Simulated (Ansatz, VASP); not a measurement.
**ZnS in two plane-wave programs**

Aim: how closely do two programs agree when they are given the same cell, functional and k mesh? The cell is taken from a series of runs on this material, whose earlier steps may have relaxed, scaled, displaced or heated it; both programs get it as it stands.

Program: Ansatz 0.2.0. Level of theory: plane waves, with VASP 6.6.1 beside it; LDA. Results are calculated unless marked as measured.

## (1) The starting structure

The structure is cubic, space group F-43m (No. 216). Conventional cell: a = 5.297 Å, b = 5.297 Å, c = 5.297 Å, α = 90.00°, β = 90.00°, γ = 90.00°. Nearest to Zn lie 4 S at 2.29 Å. Nearest to S lie 4 Zn at 2.29 Å. Farther neighbours and most contacts between anions are not listed.

## (2) VASP: zone-centre phonons, LDA

Second derivatives magnify differences that forces hide, and they need a tight electronic threshold.

Lines of VASP's logs that name or quote its potential files are left out, and so is its time.

File INCAR:

```
SYSTEM = ZnS
PREC = Accurate
ENCUT = 500
EDIFF = 1E-08
NELM = 120
ISMEAR = 0
SIGMA = 0.01
LREAL = .FALSE.
ALGO = Normal
GGA = PW92
NBANDS = 15
LORBIT = 11
LWAVE = .FALSE.
LCHARG = .FALSE.
ISIF = 2
IBRION = 8
LEPSILON = .TRUE.
LASPH = .TRUE.
GGA_COMPAT = .FALSE.
EFERMI = MIDGAP
```

File POSCAR:

```
ZnS
1.0
    0.0000000000      2.6483569918      2.6483569918
    2.6483569918      0.0000000000      2.6483569918
    2.6483569918      2.6483569918      0.0000000000
Zn S
1 1
Direct
    0.2500000000      0.2500000000      0.2500000000
    0.0000000000      0.0000000000      0.0000000000
```

File KPOINTS:

```
Automatic mesh
0
Gamma
8 8 8
0 0 0
```

Potentials, in the order of the species: Zn and S (LDA family, release 64).

Command:

```bash
$ mpirun -np 1 vasp_std
```

Numbers of over 12 decimals in the logs are rounded to 6 here.

The program printed:

```text
[banner, memory and clock lines left out]
running    1 mpi-ranks, on    1 nodes
 distrk:  each k-point on    1 cores,    1 groups
 distr:  one band on    1 cores,    1 groups

 POSCAR found type information on POSCAR ZnS
 POSCAR found :  2 types and       2 ions
|                                                                             |
|               ----> ADVICE to this user running VASP <----                  |
|                                                                             |
|     You enforced a specific xc type in the INCAR file but a different       |
|     [... a line on the potential file left out ...]
|     I HOPE YOU KNOW WHAT YOU ARE DOING!                                     |
|                                                                             |

 LDA part: xc-table for (Slater(with rela. corr.)+PW92), standard interpolation
 POSCAR, INCAR and KPOINTS ok, starting setup
 FFT: planning ... GRIDC
 FFT: planning ... GRID_SOFT
 FFT: planning ... GRID
 WAVECAR not read
 entering main loop
       N       E                     dE             d eps       ncg     rms          rms(c)
DAV:   1     0.805874095528E+02    0.80587E+02   -0.85334E+03   870   0.143E+03
DAV:   2    -0.355608588747E+01   -0.84143E+02   -0.78455E+02   961   0.265E+02
DAV:   3    -0.859091654104E+01   -0.50348E+01   -0.50066E+01  1045   0.623E+01
DAV:   4    -0.864436689521E+01   -0.53450E-01   -0.53421E-01  1080   0.664E+00
DAV:   5    -0.864495042736E+01   -0.58353E-03   -0.58352E-03  1066   0.681E-01    0.765E+00
DAV:   6    -0.824170794166E+01    0.40324E+00   -0.80522E-01  1299   0.337E+01    0.586E+00
DAV:   7    -0.821204899114E+01    0.29659E-01   -0.25379E-01  1045   0.537E+00    0.279E+00
DAV:   8    -0.820595213977E+01    0.60969E-02   -0.56777E-03  1251   0.132E+00    0.646E-01
DAV:   9    -0.820539153955E+01    0.56060E-03   -0.12250E-03   982   0.270E-01    0.808E-02
DAV:  10    -0.820540700285E+01   -0.15463E-04   -0.85234E-05  1059   0.862E-02    0.229E-02
DAV:  11    -0.820540392338E+01    0.30795E-05   -0.10250E-05  1326   0.689E-02    0.416E-03
DAV:  12    -0.820540404209E+01   -0.11871E-06   -0.12489E-06  1059   0.121E-02    0.172E-03
DAV:  13    -0.820540404565E+01   -0.35598E-08   -0.50241E-08  1059   0.199E-03
   1 F= -.82054040E+01 E0= -.82054040E+01  d E =0.000000E+00
 Linear response reoptimize wavefunctions to high precision
DAV:   1    -0.820540404641E+01   -0.75943E-09   -0.19188E-09   845   0.103E-03
DAV:   2    -0.820540404647E+01   -0.63665E-10   -0.69903E-10   624   0.215E-04
 Linear response G [H, r] |phi>, progress :
  Direction:   1
       N       E                     dE             d eps       ncg     rms
RMM:   1    -0.510002338860E+02   -0.51000E+02    0.12190E+02  1481   0.723E+01
RMM:   2    -0.509154157808E+02    0.84818E-01   -0.10327E+01  1483   0.263E+01
RMM:   3    -0.510761180503E+02   -0.16070E+00   -0.66928E-01  1615   0.642E+00
RMM:   4    -0.510874103280E+02   -0.11292E-01   -0.18494E-02  1668   0.132E+00
RMM:   5    -0.510885792730E+02   -0.11689E-02   -0.29931E-03  1686   0.314E-01
RMM:   6    -0.510885405406E+02    0.38732E-04    0.33674E-05  1707   0.851E-02
RMM:   7    -0.510885636514E+02   -0.23111E-04   -0.10787E-05  1718   0.255E-02
RMM:   8    -0.510885621751E+02    0.14763E-05    0.37707E-05  1735   0.911E-03
RMM:   9    -0.510885638352E+02   -0.16601E-05    0.32956E-05  1576   0.347E-03
RMM:  10    -0.510885645457E+02   -0.71056E-06    0.46959E-05  1325   0.180E-03
RMM:  11    -0.510885647361E+02   -0.19040E-06    0.17131E-05  1161   0.114E-03
RMM:  12    -0.510885658277E+02   -0.10916E-05    0.38653E-05  1047   0.927E-04
RMM:  13    -0.510885660676E+02   -0.23987E-06    0.72008E-06   946   0.840E-04
RMM:  14    -0.510885661893E+02   -0.12169E-06    0.37074E-05   874   0.794E-04
RMM:  15    -0.510885662895E+02   -0.10020E-06    0.11564E-05   829   0.783E-04
RMM:  16    -0.510885662585E+02    0.30959E-07    0.41843E-05   779   0.775E-04
 Linear response G [H, r] |phi>, progress :
  Direction:   2
       N       E                     dE             d eps       ncg     rms
RMM:   1    -0.520335767284E+02   -0.52034E+02    0.91978E+01  1489   0.706E+01
RMM:   2    -0.522338175178E+02   -0.20024E+00   -0.91113E+00  1460   0.252E+01
RMM:   3    -0.523494587025E+02   -0.11564E+00   -0.56644E-01  1604   0.591E+00
RMM:   4    -0.523589979468E+02   -0.95392E-02   -0.14935E-02  1675   0.123E+00
RMM:   5    -0.523601390655E+02   -0.11411E-02   -0.29114E-03  1682   0.303E-01
RMM:   6    -0.523600981739E+02    0.40892E-04    0.68704E-06  1696   0.857E-02
RMM:   7    -0.523601223256E+02   -0.24152E-04   -0.46493E-05  1715   0.264E-02
RMM:   8    -0.523601204394E+02    0.18862E-05    0.79513E-06  1722   0.966E-03
RMM:   9    -0.523601224758E+02   -0.20364E-05   -0.72095E-06  1550   0.367E-03
RMM:  10    -0.523601227806E+02   -0.30483E-06   -0.24071E-05  1299   0.191E-03
[...]
N       E                     dE             d eps       ncg     rms          rms(c)
RMM:   1    -0.654750538193E+00   -0.65475E+00   -0.25967E+00  1171   0.399E+00
RMM:   2    -0.685671809957E+00   -0.30921E-01   -0.15483E-02  1545   0.855E-01
RMM:   3    -0.686000647144E+00   -0.32884E-03   -0.55719E-04  1582   0.154E-01
RMM:   4    -0.686013542270E+00   -0.12895E-04   -0.66680E-05  1581   0.328E-02
[...]
RMM:   5    -0.563730332426E+00   -0.66208E-02   -0.84622E-04  5070   0.187E-01    0.395E-02
RMM:   6    -0.564496719791E+00   -0.76639E-03   -0.10213E-04  5067   0.658E-02    0.239E-02
RMM:   7    -0.564759235950E+00   -0.26252E-03   -0.64117E-06  5160   0.200E-02    0.150E-03
RMM:   8    -0.564769033394E+00   -0.97974E-05   -0.27205E-09  5307   0.421E-03    0.825E-04
RMM:   9    -0.564767082244E+00    0.19511E-05    0.47031E-08  5399   0.135E-03    0.378E-04
RMM:  10    -0.564771111376E+00   -0.40291E-05   -0.83147E-08  4996   0.398E-04    0.168E-04
RMM:  11    -0.564770161269E+00    0.95011E-06   -0.19890E-08  4668   0.183E-04    0.164E-05
RMM:  12    -0.564770061676E+00    0.99593E-07   -0.44899E-08  3113   0.800E-05    0.235E-06
 change of polarisation eV/A/(eV/A) component  1 :     1.074     0.266     0.138
 dielectric tensor                  component  1 :     6.229     1.294     0.670
 Linear response to external field, progress :
  Direction:   2
       N       E                     dE             d eps       ncg     rms          rms(c)
RMM:   1    -0.558870530993E+00   -0.55887E+00   -0.21674E+00  3763   0.382E+00
RMM:   2    -0.587290302039E+00   -0.28420E-01   -0.14965E-02  5120   0.834E-01    0.142E+00
RMM:   3    -0.551532036447E+00    0.35758E-01   -0.24601E-02  4940   0.857E-01    0.746E-01
RMM:   4    -0.557108792398E+00   -0.55768E-02   -0.16934E-02  5061   0.710E-01    0.183E-01
RMM:   5    -0.563729242425E+00   -0.66205E-02   -0.82923E-04  5065   0.186E-01    0.395E-02
RMM:   6    -0.564495869631E+00   -0.76663E-03   -0.98469E-05  5068   0.658E-02    0.239E-02
RMM:   7    -0.564759104052E+00   -0.26323E-03   -0.51601E-06  5152   0.200E-02    0.150E-03
RMM:   8    -0.564768958355E+00   -0.98543E-05    0.26817E-07  5311   0.422E-03    0.828E-04
RMM:   9    -0.564766989935E+00    0.19684E-05    0.12975E-07  5397   0.135E-03    0.378E-04
RMM:  10    -0.564771037564E+00   -0.40476E-05    0.13907E-08  5004   0.398E-04    0.168E-04
RMM:  11    -0.564770073264E+00    0.96430E-06    0.26952E-08  4664   0.183E-04    0.159E-05
RMM:  12    -0.564769980800E+00    0.92464E-07    0.23490E-08  3087   0.801E-05    0.246E-06
 change of polarisation eV/A/(eV/A) component  2 :     0.255     1.074     0.116
 dielectric tensor                  component  2 :     1.242     6.229     0.564
 Linear response to external field, progress :
  Direction:   3
       N       E                     dE             d eps       ncg     rms          rms(c)
RMM:   1    -0.558842537752E+00   -0.55884E+00   -0.21672E+00  3759   0.381E+00
RMM:   2    -0.587278500418E+00   -0.28436E-01   -0.14991E-02  5118   0.834E-01    0.142E+00
RMM:   3    -0.551531438074E+00    0.35747E-01   -0.24627E-02  4943   0.857E-01    0.746E-01
RMM:   4    -0.557111686921E+00   -0.55802E-02   -0.16966E-02  5064   0.711E-01    0.183E-01
RMM:   5    -0.563728122848E+00   -0.66164E-02   -0.83182E-04  5065   0.187E-01    0.395E-02
RMM:   6    -0.564496695988E+00   -0.76857E-03   -0.10094E-04  5065   0.658E-02    0.239E-02
RMM:   7    -0.564759243370E+00   -0.26255E-03   -0.54310E-06  5155   0.200E-02    0.150E-03
RMM:   8    -0.564769187515E+00   -0.99441E-05    0.67820E-08  5303   0.421E-03    0.824E-04
RMM:   9    -0.564767251159E+00    0.19364E-05    0.75575E-08  5401   0.135E-03    0.377E-04
RMM:  10    -0.564771227884E+00   -0.39767E-05   -0.10497E-08  4996   0.394E-04    0.170E-04
RMM:  11    -0.564770328108E+00    0.89978E-06    0.34391E-08  4683   0.183E-04    0.157E-05
RMM:  12    -0.564770222243E+00    0.10586E-06    0.16579E-08  3074   0.794E-05    0.237E-06
 change of polarisation eV/A/(eV/A) component  3 :     0.201     0.202     1.074
 dielectric tensor                  component  3 :     0.980     0.984     6.229
 Linear response DOF=           2
 Linear response progress:
  Degree of freedom:   1/  2
       N       E                     dE             d eps       ncg     rms          rms(c)
RMM:   1    -0.212602620489E+00   -0.21260E+00    0.75586E-04  4039   0.217E+00
RMM:   2    -0.210536284272E+00    0.20663E-02   -0.30116E-03  4579   0.467E-01    0.123E-01
RMM:   3    -0.210330550861E+00    0.20573E-03   -0.71380E-05  5350   0.674E-02    0.723E-02
RMM:   4    -0.210064673577E+00    0.26588E-03   -0.15291E-05  5287   0.265E-02    0.386E-03
RMM:   5    -0.210064607623E+00    0.65954E-07   -0.80837E-07  5585   0.461E-03    0.137E-03
RMM:   6    -0.210069027213E+00   -0.44196E-05    0.92165E-08  5489   0.143E-03    0.281E-04
RMM:   7    -0.210069495803E+00   -0.46859E-06   -0.29611E-09  5603   0.398E-04    0.123E-04
RMM:   8    -0.210069450243E+00    0.45560E-07    0.81643E-10  5367   0.199E-04    0.311E-05
RMM:   9    -0.210069268525E+00    0.18172E-06   -0.44063E-09  5591   0.103E-04    0.132E-05
RMM:  10    -0.210069227895E+00    0.40631E-07    0.14817E-09  5643   0.716E-05    0.145E-06
RMM:  11    -0.210069229534E+00   -0.16394E-08   -0.14421E-09  4915   0.593E-05    0.645E-07
 first order change of Fermi-energy   0.30617E+00
 force on displaced ion       1 direction 1 :  -6.826   0.000   0.000
 Born effective charge ion    1 direction 1 :   1.913   0.000   0.000
 Linear response progress:
  Degree of freedom:   2/  2
       N       E                     dE             d eps       ncg     rms          rms(c)
RMM:   1    -0.105300397048E+00   -0.10530E+00    0.52851E-02  7046   0.230E+00
RMM:   2    -0.103056321589E+00    0.22441E-02   -0.48015E-03  4614   0.670E-01    0.175E-01
RMM:   3    -0.103455880043E+00   -0.39956E-03   -0.34925E-04  4964   0.148E-01    0.871E-02
RMM:   4    -0.103852803760E+00   -0.39692E-03   -0.62186E-05  5008   0.535E-02    0.169E-02
RMM:   5    -0.103865671080E+00   -0.12867E-04   -0.68633E-06  5201   0.133E-02    0.939E-03
RMM:   6    -0.103849999532E+00    0.15672E-04   -0.14525E-06  5118   0.392E-03    0.467E-03
RMM:   7    -0.103852751327E+00   -0.27518E-05    0.37170E-08  5050   0.130E-03    0.643E-04
RMM:   8    -0.103852963263E+00   -0.21194E-06   -0.19460E-09  5416   0.303E-04    0.119E-04
RMM:   9    -0.103852441934E+00    0.52133E-06    0.44560E-08  5337   0.112E-04    0.413E-05
RMM:  10    -0.103852603935E+00   -0.16200E-06    0.55044E-08  5312   0.594E-05    0.571E-06
RMM:  11    -0.103852611990E+00   -0.80549E-08    0.54768E-08  5372   0.390E-05    0.479E-06
 first order change of Fermi-energy  -0.30582E+00
 force on displaced ion       2 direction 1 :  -6.748   0.000   0.000
 Born effective charge ion    2 direction 1 :  -1.933   0.000   0.000
 Born effective charges drift removed
 Linear response finished
```

Parts of OUTCAR (step 2):

```text
ion  position               nearest neighbor table
   1  0.250  0.250  0.250-   2 2.29   2 2.29   2 2.29   2 2.29
   2  0.000  0.000  0.000-   1 2.29   1 2.29   1 2.29   1 2.29

  LATTYP: Found a face centered cubic cell.
 ALAT       =     5.2967139836

 Subroutine GETGRP returns: Found 24 space group operations
 (whereof 24 operations were pure point group operations)

The static configuration has the point symmetry T_d .

 Found     29 irreducible k-points:

   k-points           NKPTS =     29   k-points in BZ     NKDIM =     29   number of bands    NBANDS=     15

   dimension x,y,z NGX =    28 NGY =   28 NGZ =   28
   dimension x,y,z NGXF=    56 NGYF=   56 NGZF=   56

   ENCUT  =  500.0 eV  36.75 Ry    6.06 a.u.   6.83  6.83  6.83*2*pi/ulx,y,z

   NELECT =      18.0000    total number of electrons

 k-points in reciprocal lattice and weights: Automatic mesh
   0.00000000  0.00000000  0.00000000       0.002
   0.12500000  0.00000000  0.00000000       0.016
   0.25000000  0.00000000  0.00000000       0.016
   0.37500000  0.00000000  0.00000000       0.016
   0.50000000  0.00000000  0.00000000       0.008
   0.12500000  0.12500000  0.00000000       0.012
   0.25000000  0.12500000  0.00000000       0.047
   0.37500000  0.12500000  0.00000000       0.047
   0.50000000  0.12500000  0.00000000       0.047
[...]
-0.37500000  0.50000000  0.12500000       0.023
  -0.25000000  0.50000000  0.25000000       0.012

 average (electrostatic) potential at core
       1 -37.0553       2 -88.7587

  Total        0.0449286      0.0449286      0.0449286      0.0000000      0.0000000      0.0000000
  in kB        1.9376425      1.9376425      1.9376425      0.0000000      0.0000000      0.0000000
  external PRESSURE =       1.9376425 kB  Pullay stress =       0.0000000 kB

  energy-cutoff  :      500.00
  volume of cell :       37.15
      direct lattice vectors                 reciprocal lattice vectors
     0.000000000  2.648356992  2.648356992    -0.188796300  0.188796300  0.188796300
     2.648356992  0.000000000  2.648356992     0.188796300 -0.188796300  0.188796300
     2.648356992  2.648356992  0.000000000     0.188796300  0.188796300 -0.188796300

 POSITION                                       TOTAL-FORCE (eV/Angst)
 -----------------------------------------------------------------------------------
      1.32418      1.32418      1.32418         0.000000      0.000000      0.000000
      0.00000      0.00000      0.00000        -0.000000     -0.000000     -0.000000
 -----------------------------------------------------------------------------------
    total drift:                               -0.000001     -0.000001     -0.000001

 MACROSCOPIC STATIC DIELECTRIC TENSOR (including local field effects in DFT)
 ------------------------------------------------------
           6.229457    -0.000000     0.000000
          -0.000000     6.229457     0.000000
           0.000000     0.000000     6.229457
 ------------------------------------------------------

 PIEZOELECTRIC TENSOR (including local field effects)  for field in x, y, z        (C/m^2)
          XX          YY          ZZ          XY          YZ          ZX
  --------------------------------------------------------------------------------
  x     0.00000    -0.00000    -0.00000     0.00000     0.66555     0.00000
  y    -0.00000     0.00000     0.00000     0.00000    -0.00000     0.66555
  z     0.00000    -0.00000     0.00000     0.66555     0.00000     0.00000

 BORN EFFECTIVE CHARGES (including local field effects) (in |e|, cummulative output)
 ---------------------------------------------------------------------------------
 ion    1
    1     1.92340     0.00000     0.00000
    2     0.00000     1.92340     0.00000
    3     0.00000     0.00000     1.92340
 ion    2
    1    -1.92340     0.00000     0.00000
    2     0.00000    -1.92340     0.00000
    3     0.00000     0.00000    -1.92340

 Eigenvectors and eigenvalues of the dynamical matrix
 ----------------------------------------------------

   1 f  =    8.771561 THz    55.113341 2PiTHz  292.587771 cm-1    36.276244 meV
             X         Y         Z           dx          dy          dz
      1.324178  1.324178  1.324178     0.000000    0.000000   -0.575828
      0.000000  0.000000  0.000000     0.000000    0.000000    0.817571

   2 f  =    8.771561 THz    55.113341 2PiTHz  292.587771 cm-1    36.276244 meV
             X         Y         Z           dx          dy          dz
      1.324178  1.324178  1.324178     0.575828    0.000000   -0.000000
      0.000000  0.000000  0.000000    -0.817571   -0.000000   -0.000000

   3 f  =    8.771561 THz    55.113341 2PiTHz  292.587771 cm-1    36.276244 meV
             X         Y         Z           dx          dy          dz
      1.324178  1.324178  1.324178    -0.000000    0.575828    0.000000
      0.000000  0.000000  0.000000     0.000000   -0.817571    0.000000

   4 f/i=    0.023756 THz     0.149262 2PiTHz    0.792409 cm-1     0.098246 meV
             X         Y         Z           dx          dy          dz
      1.324178  1.324178  1.324178     0.817244   -0.015713    0.016968
      0.000000  0.000000  0.000000     0.575598   -0.011067    0.011950

   5 f/i=    0.023756 THz     0.149262 2PiTHz    0.792409 cm-1     0.098246 meV
             X         Y         Z           dx          dy          dz
      1.324178  1.324178  1.324178     0.023123    0.546348   -0.607775
      0.000000  0.000000  0.000000     0.016286    0.384802   -0.428066

   6 f/i=    0.023756 THz     0.149262 2PiTHz    0.792409 cm-1     0.098246 meV
             X         Y         Z           dx          dy          dz
      1.324178  1.324178  1.324178    -0.000342   -0.608012   -0.546574
      0.000000  0.000000  0.000000    -0.000241   -0.428232   -0.384961

 MACROSCOPIC STATIC DIELECTRIC TENSOR IONIC CONTRIBUTION
 ------------------------------------------------------
           2.655130     0.000000     0.000000
           0.000000     2.655130    -0.000000
           0.000000    -0.000000     2.655130
 ------------------------------------------------------

 ELASTIC MODULI CONTR FROM IONIC RELAXATION (kBar)
 Direction    XX          YY          ZZ          XY          YZ          ZX
 --------------------------------------------------------------------------------
 XX          -0.0000      0.0000      0.0000     -0.0000      0.0000     -0.0000
 YY           0.0000     -0.0000     -0.0000     -0.0000     -0.0000     -0.0000
 ZZ           0.0000     -0.0000     -0.0000      0.0000     -0.0000     -0.0000
 XY          -0.0000     -0.0000      0.0000   -276.4103      0.0000      0.0000
 YZ           0.0000     -0.0000     -0.0000      0.0000   -276.4103      0.0000
 ZX          -0.0000     -0.0000     -0.0000      0.0000      0.0000   -276.4103
 --------------------------------------------------------------------------------

 PIEZOELECTRIC TENSOR IONIC CONTR  for field in x, y, z        (C/m^2)
          XX          YY          ZZ          XY          YZ          ZX
  --------------------------------------------------------------------------------
  x     0.00000    -0.00000    -0.00000     0.00000    -0.80611     0.00000
  y    -0.00000    -0.00000    -0.00000     0.00000     0.00000    -0.80611
  z    -0.00000    -0.00000     0.00000    -0.80611     0.00000     0.00000
```

(Part 1 of 2 ends here.)

[Lines on the potential files, build, host, timing and source positions are cut from VASP's logs without a mark.]

[Logs are printed without paths, hosts, clocks, repeated set-up lines and the standing remarks that a program may print on its own settings, such as how far it seeks lower states.]

[Hosts, paths, dates, database ids (printed as entryN), source tags and the programs' standing remarks are cut or masked in the printed files.]
